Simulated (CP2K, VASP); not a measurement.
An input for CP2K (LDA (Pade form), GPW, DZVP-MOLOPT-PBE-GTH basis, GTH-PBE potentials (POTENTIAL_UZH)):

```
&GLOBAL
  PROJECT calc
  RUN_TYPE ENERGY_FORCE
  PRINT_LEVEL MEDIUM
&END GLOBAL
&FORCE_EVAL
  METHOD Quickstep
  STRESS_TENSOR ANALYTICAL
  &DFT
    BASIS_SET_FILE_NAME BASIS_MOLOPT_UZH
    POTENTIAL_FILE_NAME POTENTIAL_UZH
    &QS
      METHOD GPW
      EPS_DEFAULT 1E-10
    &END QS
    &MGRID
      CUTOFF 500
      REL_CUTOFF 40
      NGRIDS 5
    &END MGRID
    &SCF
      SCF_GUESS ATOMIC
      EPS_SCF 1E-7
      MAX_SCF 100
      ADDED_MOS 9
      &DIAGONALIZATION
        ALGORITHM STANDARD
      &END DIAGONALIZATION
      &MIXING
        METHOD BROYDEN_MIXING
        ALPHA 0.3
        NBUFFER 12
        BETA 1.5
      &END MIXING
    &END SCF
    &KPOINTS
      SCHEME MONKHORST-PACK 4 4 1
      GAMMA_CENTERED T
    &END KPOINTS
    &XC
      &XC_FUNCTIONAL PADE
      &END XC_FUNCTIONAL
    &END XC
    &PRINT
      &MO
        EIGENVALUES T
        OCCUPATION_NUMBERS T
        NDIGITS 8
        FILENAME mo
        &EACH
          QS_SCF 0
        &END EACH
        ADD_LAST NUMERIC
      &END MO
      &MULLIKEN ON
      &END MULLIKEN
    &END PRINT
  &END DFT
  &SUBSYS
    &CELL
      A 4.44854600 0.00000000 0.00000000
      B -1.71329200 4.10538600 0.00000000
      C 0.00000000 0.00000000 13.90428200
      PERIODIC XYZ
    &END CELL
    &COORD
      SCALED
      Hg       0.65651000     0.34349000     0.00125000
      Hg       0.34349000     0.65651000     0.50125000
      I        0.60265000     0.39735000     0.63110000
      I        0.39735000     0.60265000     0.13110000
      I        0.08497000     0.91503000     0.37094000
      I        0.91503000     0.08497000     0.87094000
    &END COORD
    &KIND Hg
      BASIS_SET DZVP-MOLOPT-PBE-GTH-q12
      POTENTIAL GTH-PBE-q12
    &END KIND
    &KIND I
      BASIS_SET DZVP-MOLOPT-PBE-GTH-q7
      POTENTIAL GTH-PBE-q7
    &END KIND
  &END SUBSYS
  &PRINT
    &FORCES ON
    &END FORCES
    &STRESS_TENSOR ON
    &END STRESS_TENSOR
  &END PRINT
&END FORCE_EVAL
```

Problem. Translate it to VASP.

Solution. One set of files that does it:

### KPOINTS
```
Automatic
0
G
 4 4 1
```

**POSCAR**
```
HgI2
1
    2.4665670000    -3.7021090000     0.0000000000
    2.4665670000     3.7021090000     0.0000000000
    0.0000000000     0.0000000000    13.9042820000
Hg I
2 4
Direct
  0.6565100000   0.3434900000   0.0012500000
  0.3434900000   0.6565100000   0.5012500000
  0.6026500000   0.3973500000   0.6311000000
  0.3973500000   0.6026500000   0.1311000000
  0.0849700000   0.9150300000   0.3709400000
  0.9150300000   0.0849700000   0.8709400000
```

### INCAR
```
ENCUT  =  300
SIGMA  =  0.01   ! width (eV)
EDIFF  =  1E-6   ! SCF stop (eV)
LASPH  =  .True.   ! aspherical one-centre terms
NELM  =  100   ! most electronic steps
PREC  =  Accurate
SYSTEM  =  HgI2
ISMEAR  =  0
LWAVE  =  .False.
LMAXMIX  =  6   ! l cut-off of mixed one-centre charges
LCHARG  =  .False.
ISIF  =  2   ! forces and stress, cell fixed
LREAL  =  .False.
ALGO  =  Normal
```

POTCAR, in this order: Hg I (LDA.64 set). Program: vasp_std.

Both are inputs of real runs that ended normally. What can't carry over is the choice of potentials or basis and its cut-off, and each code's defaults.

Fixed occupations appear in VASP as a very narrow Gaussian smearing.

VASP's LDA is the Perdew-Zunger fit; the other code's may be Perdew-Wang, which differs slightly.

The structure comes from a computed database's HgI2 entry (Cmc2_1); how it stands against other phases isn't given here. The cell was not relaxed at this level, and it may have been scaled.
